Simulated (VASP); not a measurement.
All values below come from MS2 meta-GGA, VASP's PBE PAW potentials (set 64) (plane waves; VASP).

A VASP calculation is set up with these files.

**KPOINTS**
```
kpoints
0
gamma
10 10 5
0 0 0
```

### POSCAR
```
BN
1
    1.2701112411    -2.1998974187     0.0000000000
    1.2701112411     2.1998974187     0.0000000000
    0.0000000000     0.0000000000     4.2014259852
B N
2 2
Direct
  0.6666670000   0.3333330000   0.5002118906
  0.3333330000   0.6666670000   0.0002118906
  0.6666670000   0.3333330000   0.8747881094
  0.3333330000   0.6666670000   0.3747881094
```

**INCAR**
```
! general
SYSTEM  = BN
PREC    = Accurate
ENCUT   = 520
LREAL   = .FALSE.
LASPH   = .TRUE.

! electronic loop
EDIFF   = 1E-7
NELM    = 100
ALGO    = Normal
LMIXTAU = .TRUE.

! smearing
ISMEAR  = 0
SIGMA   = 0.05

! functional
METAGGA = MS2

! ions
IBRION  = 2
NSW     = 30
ISIF    = 4
EDIFFG  = -0.01

! output
LWAVE   = .FALSE.
LCHARG  = .FALSE.
```

POTCAR, in this order: B N (PBE.64 set). Program: vasp_std.

The resulting files:

OUTCAR:
```
 ion  position               nearest neighbor table
   1  0.667  0.333  0.500-   4 1.56   4 1.56   4 1.56   3 1.57
   2  0.333  0.667  0.000-   3 1.56   3 1.56   3 1.56   4 1.57
   3  0.667  0.333  0.875-   2 1.56   2 1.56   2 1.56   1 1.57
   4  0.333  0.667  0.375-   1 1.56   1 1.56   1 1.56   2 1.57
  LATTYP: Found a hexagonal cell.
 ALAT       =     2.5402226709
 C/A-ratio  =     1.6539597231
 Subroutine PRICEL returns:
 Original cell was already a primitive cell.
 Subroutine GETGRP returns: Found 12 space group operations
The static configuration has the point symmetry C_3v.
 The point group associated with its full space group is C_6v.
The dynamic configuration has the point symmetry C_3v.
 Subroutine INISYM returns: Found 12 space group operations
 Subroutine IBZKPT returns following result:
 Found     42 irreducible k-points:

 Following reciprocal coordinates:
            Coordinates               Weight
  0.000000  0.000000  0.000000      1.000000
  0.100000 -0.000000  0.000000      6.000000
  0.200000 -0.000000  0.000000      6.000000
  0.300000  0.000000  0.000000      6.000000
  0.400000 -0.000000  0.000000      6.000000
  0.500000 -0.000000  0.000000      3.000000
  0.100000  0.100000  0.000000      6.000000
  0.200000  0.100000  0.000000     12.000000
  0.300000  0.100000  0.000000     12.000000
  0.400000  0.100000  0.000000     12.000000
  0.200000  0.200000  0.000000      6.000000
  0.300000  0.200000  0.000000     12.000000
  0.400000  0.200000  0.000000      6.000000
  0.300000  0.300000  0.000000      6.000000
  0.000000  0.000000  0.200000      2.000000
  0.100000 -0.000000  0.200000     12.000000
  0.200000 -0.000000  0.200000     12.000000
  0.300000  0.000000  0.200000     12.000000
  0.400000 -0.000000  0.200000     12.000000
  0.500000 -0.000000  0.200000      6.000000
...
```

### OSZICAR
```
       N       E                     dE             d eps       ncg     rms          rms(c)
DAV:   1     0.689898806902E+01    0.68990E+01   -0.81169E+03  1016   0.121E+03
DAV:   2    -0.672740865183E+02   -0.74173E+02   -0.68485E+02  1376   0.252E+02
DAV:   3    -0.695791689803E+02   -0.23051E+01   -0.22949E+01  1336   0.459E+01
DAV:   4    -0.695931839804E+02   -0.14015E-01   -0.13991E-01  1256   0.352E+00
DAV:   5    -0.695933582078E+02   -0.17423E-03   -0.17414E-03  1316   0.352E-01    0.900E+00
DAV:   6    -0.400112249885E+02    0.29582E+02   -0.86551E+00  1196   0.285E+01    0.455E+00
DAV:   7    -0.418608409094E+02   -0.18496E+01   -0.26644E+00  1008   0.215E+01    0.362E+00
DAV:   8    -0.421668248919E+02   -0.30598E+00   -0.12240E+00  1220   0.133E+01    0.155E+00
DAV:   9    -0.422677631945E+02   -0.10094E+00   -0.32069E-01  1044   0.849E+00    0.705E-01
DAV:  10    -0.423245341561E+02   -0.56771E-01   -0.11099E-01  1080   0.434E+00    0.201E-01
DAV:  11    -0.423418082415E+02   -0.17274E-01   -0.18912E-02  1112   0.188E+00    0.143E-01
DAV:  12    -0.423426721347E+02   -0.86389E-03   -0.28967E-03  1268   0.582E-01    0.504E-02
DAV:  13    -0.423434908493E+02   -0.81871E-03   -0.57740E-04  1172   0.284E-01    0.273E-02
DAV:  14    -0.423433633203E+02    0.12753E-03   -0.44376E-05  1172   0.993E-02    0.668E-03
DAV:  15    -0.423435634795E+02   -0.20016E-03   -0.11664E-05  1208   0.487E-02    0.410E-03
DAV:  16    -0.423434526222E+02    0.11086E-03   -0.46295E-06  1096   0.316E-02    0.135E-03
DAV:  17    -0.423434853270E+02   -0.32705E-04   -0.39084E-07  1288   0.791E-03    0.838E-04
DAV:  18    -0.423434821173E+02    0.32097E-05   -0.26376E-08   628   0.247E-03    0.212E-04
DAV:  19    -0.423434836693E+02   -0.15520E-05   -0.15191E-08   560   0.182E-03    0.573E-05
DAV:  20    -0.423434828342E+02    0.83508E-06   -0.19187E-09   540   0.570E-04    0.355E-05
DAV:  21    -0.423434833812E+02   -0.54702E-06   -0.47600E-10   540   0.224E-04    0.558E-05
DAV:  22    -0.423434832328E+02    0.14839E-06   -0.11671E-10   528   0.166E-04    0.315E-05
DAV:  23    -0.423434831911E+02    0.41721E-07   -0.28105E-11   528   0.555E-05
   1 F= -.42343483E+02 E0= -.42343483E+02  d E =-.423435E+02
```

File OUTCAR:
```
------------------------ aborting loop because EDIFF is reached ----------------------------------------
  FORCE on cell =-STRESS in cart. coord.  units (eV):
  Direction    XX          YY          ZZ          XY          YZ          ZX
  --------------------------------------------------------------------------------------
  Total       -0.0027052     -0.0027052      0.0002144      0.0000000     -0.0000000     -0.0000000
  in kB       -0.1846051     -0.1846051      0.0146289      0.0000000     -0.0000000     -0.0000000
  external PRESSURE =      -0.1181938 kB  Pullay stress =       0.0000000 kB
  volume of cell :       23.48
      direct lattice vectors                 reciprocal lattice vectors
     1.270111241 -2.199897419  0.000000000     0.393666306 -0.227283325  0.000000000
     1.270111241  2.199897419  0.000000000     0.393666306  0.227283325  0.000000000
     0.000000000  0.000000000  4.201425985     0.000000000  0.000000000  0.238014427
  FREE ENERGIE OF THE ION-ELECTRON SYSTEM (eV)
  ---------------------------------------------------
  free  energy   TOTEN  =       -42.3434831911 eV

  energy  without entropy=      -42.3434831911  energy(sigma->0) =      -42.34348319

 reached required accuracy - stopping structural energy minimisation
```
(Selected blocks of OUTCAR.)

OUTCAR:
```
 val. band max:        7.4006198334   @ k =   0.0000   0.0000   0.0000

 cond. band min:      13.2961541609   @ k =   0.3000   0.3000   0.0000


 Fermi energy:         7.6236776375

 k-point     1 :       0.0000    0.0000    0.0000
  band No.  band energies     occupation
      1     -13.9608      2.00000
      2      -9.8257      2.00000
      3      -3.7422      2.00000
      4       5.2193      2.00000
      5       5.2194      2.00000
      6       7.1303      2.00000
      7       7.4006      2.00000
      8       7.4006      2.00000
      9      16.6754      0.00000
     10      16.6755      0.00000
     11      16.9082      0.00000
     12      17.7694      0.00000

 k-point     2 :       0.1000   -0.0000    0.0000
  band No.  band energies     occupation
      1     -13.7389      2.00000
      2      -9.6581      2.00000
      3      -3.5210      2.00000
      4       4.2273      2.00000
      5       4.8228      2.00000
      6       6.5627      2.00000
      7       6.9151      2.00000
      8       7.1688      2.00000
      9      16.2316      0.00000
     10      17.1267      0.00000
     11      17.2897      0.00000
     12      18.5008      0.00000

 k-point     3 :       0.2000   -0.0000    0.0000
  band No.  band energies     occupation
      1     -13.0851      2.00000
      2      -9.1933      2.00000
      3      -2.8705      2.00000
      4       2.0035      2.00000
      5       3.9606      2.00000
      6       4.6192      2.00000
      7       6.2618      2.00000
      8       6.5744      2.00000
      9      15.6221      0.00000
     10      17.7333      0.00000
     11      18.0803      0.00000
     12      19.3117      0.00000

 k-point     4 :       0.3000    0.0000    0.0000
  band No.  band energies     occupation
      1     -12.0457      2.00000
      2      -8.5923      2.00000
      3      -1.8430      2.00000
      4      -0.3527      2.00000
      5       2.3824      2.00000
      6       3.1052      2.00000
...
```

The compound is BN in the wurtzite structure, a metastable high-pressure form. It was relaxed first.
